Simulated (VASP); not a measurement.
Level of theory: PBEsol GGA, VASP's PBE PAW potentials (set 64) (plane waves; VASP).

Input for VASP

POSCAR:
```
Cr
1.0
 -1.4039761048   1.4039761048   1.4039761048
  1.4039761048  -1.4039761048   1.4039761048
  1.4039761048   1.4039761048  -1.4039761048
Cr
1
Cartesian
  0.0000000000   0.0000000000   0.0000000000
```

KPOINTS:
```
Automatic mesh
0
Gamma
  20 20 20
```

**INCAR**
```
ENCUT  =  400   # plane-wave cut-off (eV)
NEDOS  =  601   # DOS grid
SYSTEM  =  Cr
LCHARG  =  .True.
LORBIT  =  11
LWAVE  =  .False.
LMAXMIX  =  4
LREAL  =  .False.   # projection in real space or not
LASPH  =  .True.   # aspherical one-centre terms
ALGO  =  Normal   # blocked Davidson
EDIFF  =  1E-7
ISIF  =  2
PREC  =  Accurate
GGA  =  PS   # PBEsol
ISMEAR  =  -5   # tetrahedra, Bloechl
NELM  =  100
```

POTCAR, in this order: Cr_pv (PBE.64 set). Program: vasp_std.

What VASP printed:

File OSZICAR:
```
       N       E                     dE             d eps       ncg     rms          rms(c)
DAV:   1     0.582260148840E+02    0.58226E+02   -0.65077E+03  5168   0.120E+03
DAV:   2    -0.111130455731E+02   -0.69339E+02   -0.67777E+02  5180   0.291E+02
DAV:   3    -0.120601024627E+02   -0.94706E+00   -0.93513E+00  5568   0.412E+01
DAV:   4    -0.120667873383E+02   -0.66849E-02   -0.66840E-02  6064   0.340E+00
DAV:   5    -0.120668461039E+02   -0.58766E-04   -0.58812E-04  5608   0.300E-01    0.146E+01
DAV:   6    -0.102770692674E+02    0.17898E+01   -0.81279E+00  5338   0.434E+01    0.192E+00
DAV:   7    -0.102554748577E+02    0.21594E-01   -0.61010E-02  5498   0.235E+00    0.111E+00
DAV:   8    -0.102430040130E+02    0.12471E-01   -0.62841E-03  5544   0.143E+00    0.827E-02
DAV:   9    -0.102430922060E+02   -0.88193E-04   -0.34032E-04  5438   0.229E-01    0.291E-02
DAV:  10    -0.102430904387E+02    0.17673E-05   -0.32977E-06  5298   0.252E-02    0.108E-02
DAV:  11    -0.102430815006E+02    0.89381E-05   -0.21546E-06  5250   0.190E-02    0.677E-04
DAV:  12    -0.102430810923E+02    0.40825E-06   -0.19002E-08  2652   0.157E-03    0.246E-04
DAV:  13    -0.102430809265E+02    0.16583E-06   -0.16900E-09  2574   0.515E-04    0.342E-05
DAV:  14    -0.102430809015E+02    0.24989E-07   -0.13502E-10  2580   0.192E-04
   1 F= -.10243081E+02 E0= -.10243081E+02  d E =0.000000E+00
```

OUTCAR:
```
------------------------ aborting loop because EDIFF is reached ----------------------------------------
  FORCE on cell =-STRESS in cart. coord.  units (eV):
  Direction    XX          YY          ZZ          XY          YZ          ZX
  --------------------------------------------------------------------------------------
  Total        0.0015217      0.0015217      0.0015217      0.0000000      0.0000000     -0.0000000
  in kB        0.2202423      0.2202423      0.2202423      0.0000000      0.0000000     -0.0000000
  external PRESSURE =       0.2202423 kB  Pullay stress =       0.0000000 kB
  volume of cell :       11.07
      direct lattice vectors                 reciprocal lattice vectors
    -1.403976105  1.403976105  1.403976105     0.000000000  0.356131417  0.356131417
     1.403976105 -1.403976105  1.403976105     0.356131417  0.000000000  0.356131417
     1.403976105  1.403976105 -1.403976105     0.356131417  0.356131417  0.000000000
 POSITION                                       TOTAL-FORCE (eV/Angst)
 -----------------------------------------------------------------------------------
      0.00000      0.00000      0.00000        -0.000000      0.000000     -0.000000
 -----------------------------------------------------------------------------------
    total drift:                                0.000000      0.000000     -0.000000
  FREE ENERGIE OF THE ION-ELECTRON SYSTEM (eV)
  ---------------------------------------------------
  free  energy   TOTEN  =       -10.2430809015 eV

  energy  without entropy=      -10.2430809015  energy(sigma->0) =      -10.24308090

 total charge

# of ion       s       p       d       tot
------------------------------------------
    1        0.446   6.440   4.264  11.150
```
(Selected blocks of OUTCAR.)

For a metal the tetrahedron method with Blöchl corrections gives inexact stress and forces.

The structure comes from a measured Cr entry (Im-3m) of the Crystallography Open Database, whose conditions weren't checked. It was relaxed first, which changed the volume by -8 %. The run is not spin-polarised, so no magnetic state was tried.
